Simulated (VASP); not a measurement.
Output of a VASP run:

**OSZICAR**
```
       N       E                     dE             d eps       ncg     rms          rms(c)
DAV:   1     0.235386210580E+02    0.23539E+02   -0.34971E+03   472   0.762E+02
DAV:   2    -0.785277391667E+01   -0.31391E+02   -0.30541E+02   608   0.105E+02
DAV:   3    -0.890421522857E+01   -0.10514E+01   -0.10514E+01   616   0.266E+01
DAV:   4    -0.890881273171E+01   -0.45975E-02   -0.45975E-02   712   0.195E+00
DAV:   5    -0.890881734178E+01   -0.46101E-05   -0.46101E-05   616   0.579E-02    0.440E+00
DAV:   6    -0.854310610733E+01    0.36571E+00   -0.94496E-01   496   0.482E+00    0.346E+00
DAV:   7    -0.850228387431E+01    0.40822E-01   -0.23711E-01   616   0.260E+00    0.231E+00
DAV:   8    -0.850233133540E+01   -0.47461E-04   -0.13366E-02   544   0.978E-01    0.892E-01
DAV:   9    -0.850215157328E+01    0.17976E-03   -0.53583E-04   576   0.189E-01    0.275E-01
DAV:  10    -0.850219050868E+01   -0.38935E-04   -0.14565E-04   648   0.795E-02    0.142E-02
DAV:  11    -0.850218800492E+01    0.25038E-05   -0.21159E-05   568   0.239E-02    0.104E-02
DAV:  12    -0.850218801308E+01   -0.81634E-08   -0.39021E-07   280   0.553E-03
   1 F= -.85021880E+01 E0= -.85021880E+01  d E =-.850219E+01
       N       E                     dE             d eps       ncg     rms          rms(c)
DAV:   1    -0.850534789639E+01   -0.31599E-02   -0.55244E-02   528   0.152E+00    0.405E-01
DAV:   2    -0.850297413733E+01    0.23738E-02   -0.69344E-03   472   0.444E-01    0.131E-01
DAV:   3    -0.850271285994E+01    0.26128E-03   -0.14552E-03   536   0.211E-01    0.883E-02
DAV:   4    -0.850270760627E+01    0.52537E-05   -0.10599E-05   544   0.286E-02    0.773E-02
DAV:   5    -0.850269342150E+01    0.14185E-04   -0.66300E-06   504   0.218E-02    0.116E-02
DAV:   6    -0.850269392552E+01   -0.50402E-06   -0.83276E-08   256   0.289E-03
   2 F= -.85026939E+01 E0= -.85026939E+01  d E =-.505912E-03
       N       E                     dE             d eps       ncg     rms          rms(c)
DAV:   1    -0.850280774826E+01   -0.11433E-03   -0.18486E-03   528   0.280E-01    0.745E-02
DAV:   2    -0.850272660666E+01    0.81142E-04   -0.23250E-04   472   0.812E-02    0.237E-02
DAV:   3    -0.850271851616E+01    0.80905E-05   -0.48849E-05   536   0.388E-02    0.169E-02
DAV:   4    -0.850271874097E+01   -0.22482E-06   -0.32614E-07   272   0.522E-03
   3 F= -.85027187E+01 E0= -.85027187E+01  d E =-.530728E-03
```

File OUTCAR:
```
------------------------ aborting loop because EDIFF is reached ----------------------------------------
  FORCE on cell =-STRESS in cart. coord.  units (eV):
  Direction    XX          YY          ZZ          XY          YZ          ZX
  --------------------------------------------------------------------------------------
  Total        0.0004996      0.0004996      0.0004996      0.0000000      0.0000000      0.0000000
  in kB        0.0224781      0.0224781      0.0224781      0.0000000      0.0000000      0.0000000
  external PRESSURE =       0.0224781 kB  Pullay stress =       0.0000000 kB
  volume of cell :       35.61
      direct lattice vectors                 reciprocal lattice vectors
     0.000000000  2.611318029  2.611318029    -0.191474188  0.191474188  0.191474188
     2.611318029  0.000000000  2.611318029     0.191474188 -0.191474188  0.191474188
     2.611318029  2.611318029  0.000000000     0.191474188  0.191474188 -0.191474188
 POSITION                                       TOTAL-FORCE (eV/Angst)
 -----------------------------------------------------------------------------------
      0.00000      0.00000      0.00000         0.000000      0.000000     -0.000000
      2.61132      2.61132      2.61132        -0.000000     -0.000000      0.000000
 -----------------------------------------------------------------------------------
    total drift:                                0.000000      0.000000      0.000000
  FREE ENERGIE OF THE ION-ELECTRON SYSTEM (eV)
  ---------------------------------------------------
  free  energy   TOTEN  =        -8.5027187410 eV

  energy  without entropy=       -8.5027187410  energy(sigma->0) =       -8.50271874

 reached required accuracy - stopping structural energy minimisation
```
(Selected blocks of OUTCAR.)

**POSCAR**
```
MgS
1
    0.0000000000     2.6044000000     2.6044000000
    2.6044000000     0.0000000000     2.6044000000
    2.6044000000     2.6044000000     0.0000000000
Mg S
1 1
Direct
  0.0000000000   0.0000000000   0.0000000000
  0.5000000000   0.5000000000   0.5000000000
```

Task: Write an INCAR and KPOINTS that could have produced this output.

Result: Several could match; the one computed here: the input of the run itself, PBE GGA, plane waves, VASP's PBE PAW potentials (set 64).

File KPOINTS:
```
kpoints
0
gamma
8 8 8
0 0 0
```

### INCAR
```
ALGO  =  Normal   ! blocked Davidson
PREC  =  Accurate
LREAL  =  .FALSE.   ! projection in real space or not
SIGMA  =  0.05
NSW  =  60   ! most ionic steps
SYSTEM  =  MgS
ENCUT  =  480
LWAVE  =  .FALSE.
GGA  =  PE   ! PBE
ISMEAR  =  0   ! Gaussian
LCHARG  =  .FALSE.
LASPH  =  .TRUE.   ! aspherical one-centre terms
NELM  =  100
EDIFF  =  1E-6   ! SCF stop (eV)
IBRION  =  2   ! conjugate gradients
EDIFFG  =  -0.01
ISIF  =  3   ! ions, shape and volume
```

POTCAR, in this order: Mg S (PBE.64 set). Program: vasp_std.

The structure comes from a computed database's MgS entry (Fm-3m); how it stands against other phases isn't given here. This run relaxes it. Symmetry was kept, so distortions that lower it aren't found.
